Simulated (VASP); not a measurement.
An input for Quantum ESPRESSO's pw.x (written as the equivalent of a VASP run, and not itself run):

```
&CONTROL
  calculation = 'scf'
  pseudo_dir = './pseudo'
  outdir = './out'
  tprnfor = .true.
  tstress = .true.
/
&SYSTEM
  ibrav = 0
  nat = 3
  ntyp = 2
  ecutwfc = 66
  occupations = 'tetrahedra'
  input_dft = 'vdw-df2'
/
&ELECTRONS
  conv_thr = 7.3e-09
  electron_maxstep = 100
/
ATOMIC_SPECIES
  Zr 91.224 Zr.upf
  S 32.060 S.upf
CELL_PARAMETERS angstrom
     1.8899576   -3.2735025    0.0000000
     1.8899576    3.2735025    0.0000000
     0.0000000    0.0000000    6.0286113
ATOMIC_POSITIONS crystal
  Zr   0.0000000  0.0000000  0.0000000
  S    0.3333330  0.6666670  0.2406077
  S    0.6666670  0.3333330  0.7593923
K_POINTS automatic
  8 8 4 0 0 0
```

Write the VASP files for the same calculation (vdW-DF2).

Several could match; the one computed here: 
### KPOINTS
```
Automatic mesh
0
Gamma
8 8 4
0 0 0
```

INCAR:
```
PREC=Accurate
ZAB_VDW=-1.8867
LUSE_VDW=T
LREAL=F
ISMEAR=-5
LORBIT=11   ! lm-projected
LEFG=T
GGA=ML
ALGO=Normal
AGGAC=0.0
LCHARG=T
LMAXMIX=4   ! l cut-off of mixed one-centre charges
NEDOS=601
ENCUT=520
LASPH=T   ! aspherical one-centre terms
EDIFF=1E-7
ISIF=2   ! forces and stress, cell fixed
NELM=100
SYSTEM=ZrS2
LWAVE=F
```

### POSCAR
```
ZrS2
1
    1.8899575518    -3.2735025282     0.0000000000
    1.8899575518     3.2735025282     0.0000000000
    0.0000000000     0.0000000000     6.0286112898
Zr S
1 2
Direct
  0.0000000000   0.0000000000   0.0000000000
  0.3333330000   0.6666670000   0.2406077011
  0.6666670000   0.3333330000   0.7593922989
```

POTCAR, in this order: Zr_sv S (PBE.64 set). Program: vasp_std.

What does not carry over: the potentials are each code's own (VASP's PAW set, PseudoDojo norm-conserving files in pw.x), so ENCUT and ecutwfc are chosen apart and not converted; conv_thr bounds pw.x's estimated SCF error, while EDIFF bounds the energy change between steps; the field gradients of LEFG aren't asked of the other code.

The compound is ZrS2 in the 1T layered structure. It was relaxed first, which changed the volume by +10 %.
